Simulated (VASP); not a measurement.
Output of a VASP run:

### OSZICAR
```
       N       E                     dE             d eps       ncg     rms          rms(c)
DAV:   1     0.104782933835E+03    0.10478E+03   -0.75822E+03  1602   0.168E+03
DAV:   2     0.330798760531E+01   -0.10147E+03   -0.97835E+02  1672   0.366E+02
DAV:   3    -0.892909829462E+01   -0.12237E+02   -0.12027E+02  2016   0.111E+02
DAV:   4    -0.929121969220E+01   -0.36212E+00   -0.36082E+00  1720   0.199E+01
DAV:   5    -0.929896609320E+01   -0.77464E-02   -0.77409E-02  1944   0.280E+00    0.295E+00
DAV:   6    -0.912997634295E+01    0.16899E+00   -0.24255E-01  2278   0.113E+01    0.168E+00
DAV:   7    -0.909898536504E+01    0.30991E-01   -0.10741E-01  2046   0.299E+00    0.554E-01
DAV:   8    -0.909754521435E+01    0.14402E-02   -0.18502E-02  1936   0.241E+00    0.141E-01
DAV:   9    -0.909756342487E+01   -0.18211E-04   -0.21900E-03  1956   0.108E+00    0.698E-02
DAV:  10    -0.909759313493E+01   -0.29710E-04   -0.27784E-04  1756   0.176E-01    0.278E-02
DAV:  11    -0.909760405637E+01   -0.10921E-04   -0.38661E-05  2188   0.979E-02    0.120E-02
DAV:  12    -0.909761437205E+01   -0.10316E-04   -0.16664E-05  1658   0.328E-02    0.438E-03
DAV:  13    -0.909761439033E+01   -0.18282E-07   -0.43241E-07  1378   0.623E-03
   1 F= -.90976144E+01 E0= -.90976144E+01  d E =-.357726E-08  mag=     0.0000    -0.0000     0.0000
       N       E                     dE             ncg
       N       E                     dE             ncg
```

OUTCAR:
```
------------------------ aborting loop because EDIFF is reached ----------------------------------------
  FORCE on cell =-STRESS in cart. coord.  units (eV):
  Direction    XX          YY          ZZ          XY          YZ          ZX
  --------------------------------------------------------------------------------------
  Total       -0.0048229     -0.0048229     -0.0048229     -0.0000000      0.0000000      0.0000000
  in kB       -0.1707383     -0.1707383     -0.1707383     -0.0000000      0.0000000      0.0000000
  external PRESSURE =      -0.1707383 kB  Pullay stress =       0.0000000 kB
  volume of cell :       45.26
      direct lattice vectors                 reciprocal lattice vectors
     0.000000000  2.828485862  2.828485862    -0.176773024  0.176773024  0.176773024
     2.828485862  0.000000000  2.828485862     0.176773024 -0.176773024  0.176773024
     2.828485862  2.828485862  0.000000000     0.176773024  0.176773024 -0.176773024
  FREE ENERGIE OF THE ION-ELECTRON SYSTEM (eV)
  ---------------------------------------------------
  free  energy   TOTEN  =        -9.0976143903 eV

  energy  without entropy=       -9.0976143868  energy(sigma->0) =       -9.09761439

 Ion:    1  E_soc:     -0.0119845

 Ion:    2  E_soc:     -0.0238906
```
(Selected blocks of OUTCAR.)

File POSCAR:
```
GaAs
1
   -0.0000000000     2.8284858617     2.8284858617
    2.8284858617     0.0000000000     2.8284858617
    2.8284858617     2.8284858617    -0.0000000000
Ga As
1 1
Direct
  0.0000000000   0.0000000000   0.0000000000
  0.2500000000   0.2500000000   0.2500000000
```

Question: Write an INCAR and KPOINTS that could have produced this output.

Answer: This is not unique; one that fits is the input of the run itself, PBEsol GGA with spin-orbit coupling, plane waves, VASP's PBE PAW potentials (set 64).

KPOINTS_OPT:
```
k-points along high-symmetry lines
8
Line-mode
Reciprocal
  0.000000   0.000000   0.000000 ! GAMMA
 -0.500000  -0.500000   0.000000 ! X

 -0.500000  -0.500000   0.000000 ! X
 -0.375000  -0.375000   0.250000 ! U

 -0.375000   0.000000   0.375000 ! K
  0.000000   0.000000   0.000000 ! GAMMA

  0.000000   0.000000   0.000000 ! GAMMA
  0.000000   0.000000   0.500000 ! L

  0.000000   0.000000   0.500000 ! L
 -0.500000  -0.250000   0.250000 ! W

 -0.500000  -0.250000   0.250000 ! W
 -0.500000  -0.500000   0.000000 ! X
```

**INCAR**
```
ALGO = Normal
EDIFF = 1E-6
ENCUT = 400
GGA = PS
GGA_COMPAT = .False.
ISMEAR = 0
LASPH = .True.
LCHARG = .False.
LMAXMIX = 4
LREAL = .False.
LSORBIT = .True.
LWAVE = .False.
MAGMOM = 0 0 0 0 0 0
NELM = 100
PREC = Accurate
SIGMA = 0.05
SYSTEM = GaAs
```

KPOINTS:
```
Automatic mesh
0
Gamma
7 7 7
0 0 0
```

POTCAR, in this order: Ga_d As (PBE.64 set). Program: vasp_ncl.

The compound is GaAs in the zinc blende structure. It was relaxed first.
